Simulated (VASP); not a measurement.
Here is the system:

```cif
data_Ga4P4
_chemical_formula_sum 'Ga4 P4'
_space_group_name_H-M_alt 'F-43m'
_space_group_IT_number 216
_space_group_name_Hall 'F -4 2 3'
_cell_length_a 5.43542
_cell_length_b 5.43542
_cell_length_c 5.43542
_cell_angle_alpha 90.000
_cell_angle_beta 90.000
_cell_angle_gamma 90.000
loop_
_atom_site_label
_atom_site_type_symbol
_atom_site_symmetry_multiplicity
_atom_site_Wyckoff_symbol
_atom_site_fract_x
_atom_site_fract_y
_atom_site_fract_z
_atom_site_occupancy
Ga1 Ga 4 a 0.00000 0.00000 0.00000 1
P1 P 4 d 0.75000 0.75000 0.75000 1
```
(The calculation used a cell of 2 atoms; values per cell refer to that cell.)

All values below come from r2SCAN+rVV10, VASP's PBE PAW potentials (set 64) (plane waves; VASP 6.6.1). Run with 520 eV cut-off, 8×8×8 Γ-centred mesh, Gaussian smearing of 0.050 eV, potentials Ga_d P.

Q: Give the energy at these volumes per atom, relative to the lowest: 18.84, 19.45, 20.05, 20.65, 21.25 Å³.

A: 23.8, 5.9, 0.0, 4.5, 17.7 meV/atom. A third-order Birch-Murnaghan fit gives B0 = 90.8 GPa and B0′ = 4.2.

Measured: bulk modulus 89.6 GPa at 0 K (computed value off by +1.3 %), as given by Daniel Mejia-Rodriguez et al., Physical Review B (2018), arXiv:1807.09216 [0 K value with the zero-point phonon effect removed]; a 5.439 Å at 0 K (computed value off by -0.1 %), as given by Daniel Mejia-Rodriguez et al., Physical Review B (2018), arXiv:1807.09216 [static lattice: zero-point anharmonic expansion removed].

The compound is GaP in the zinc blende structure. It was relaxed first.
